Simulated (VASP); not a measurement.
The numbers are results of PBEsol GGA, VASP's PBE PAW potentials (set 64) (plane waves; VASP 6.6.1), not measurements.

VASP input:

INCAR:
```
SYSTEM=TiH2
PREC=Accurate; ENCUT=400; LREAL=F
LASPH=T
EDIFF=1E-7; NELM=100; ALGO=Normal
LMAXMIX=4
ISMEAR=-5
GGA=PS
ISIF=2
LWAVE=F; LCHARG=T; LORBIT=11
NEDOS=601
LEFG=T
```

### KPOINTS
```
kpoints
0
gamma
15 15 15
```

**POSCAR**
```
TiH2
1
   -1.5834249312     1.5834249312     2.0666250025
    1.5834249312    -1.5834249312     2.0666250025
    1.5834249312     1.5834249312    -2.0666250025
H Ti
2 1
Direct
  0.7500000000   0.2500000000   0.5000000000
  0.2500000000   0.7500000000   0.5000000000
  0.0000000000   0.0000000000   0.0000000000
```

POTCAR, in this order: H Ti_sv (PBE.64 set). Program: vasp_std.

Q: What will the output report for the number of irreducible k-points (NKPTS), number of bands (NBANDS), largest plane-wave count, number of space-group operations, FFT grid (NGX, NGY, NGZ)?

A: 
| Quantity | Result |
|---|---|
| number of irreducible k-points (NKPTS) | 288 |
| number of bands (NBANDS) | 11 |
| largest plane-wave count | 394 |
| number of space-group operations | 16 |
| FFT grid (NGX, NGY, NGZ) | 20 × 20 × 20 |

The structure comes from a measured TiH2 entry (I4/mmm) of the Crystallography Open Database, whose conditions weren't checked. It was relaxed first.
